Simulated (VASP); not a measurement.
OSZICAR of a VASP run on AgCl (rock salt):

**OSZICAR**
```
       N       E                     dE             d eps       ncg     rms          rms(c)
DAV:   1     0.986812347374E+02    0.98681E+02   -0.84994E+03   520   0.117E+03
DAV:   2    -0.158226685149E+01   -0.10026E+03   -0.93842E+02   615   0.244E+02
DAV:   3    -0.555947028349E+01   -0.39772E+01   -0.39675E+01   580   0.530E+01
DAV:   4    -0.559084407150E+01   -0.31374E-01   -0.31370E-01   615   0.532E+00
DAV:   5    -0.559132675681E+01   -0.48269E-03   -0.48268E-03   585   0.657E-01    0.585E+00
DAV:   6    -0.540535224006E+01    0.18597E+00   -0.33600E-01   553   0.790E+00    0.385E+00
DAV:   7    -0.540170046942E+01    0.36518E-02   -0.10596E-01   535   0.260E+00    0.193E+00
DAV:   8    -0.540104342896E+01    0.65704E-03   -0.58597E-03   545   0.950E-01    0.301E-01
DAV:   9    -0.540109721982E+01   -0.53791E-04   -0.73894E-04   585   0.409E-01    0.481E-02
DAV:  10    -0.540117045679E+01   -0.73237E-04   -0.12845E-04   525   0.112E-01    0.290E-02
DAV:  11    -0.540117672085E+01   -0.62641E-05   -0.61654E-06   565   0.224E-02    0.507E-03
DAV:  12    -0.540117674471E+01   -0.23862E-07   -0.26071E-07   345   0.689E-03
   1 F= -.54011767E+01 E0= -.54011767E+01  d E =-.540118E+01
```

### Question
Which electronic solver shows in the log?

### Answer
It is blocked Davidson (ALGO = Normal, or the opening steps of other solvers). The INCAR had ALGO = Normal.

### Question
Can the final energy be trusted as converged?

### Answer
The run converged. It stopped with EDIFF = 1E-6, NELM = 100, NSW = 60 and EDIFFG = -0.01 after 1 ionic step (PBE GGA, plane waves, VASP's PBE PAW potentials (set 64)).

The compound is AgCl in the rock salt structure. It was relaxed first. The start is the result of an earlier pass.
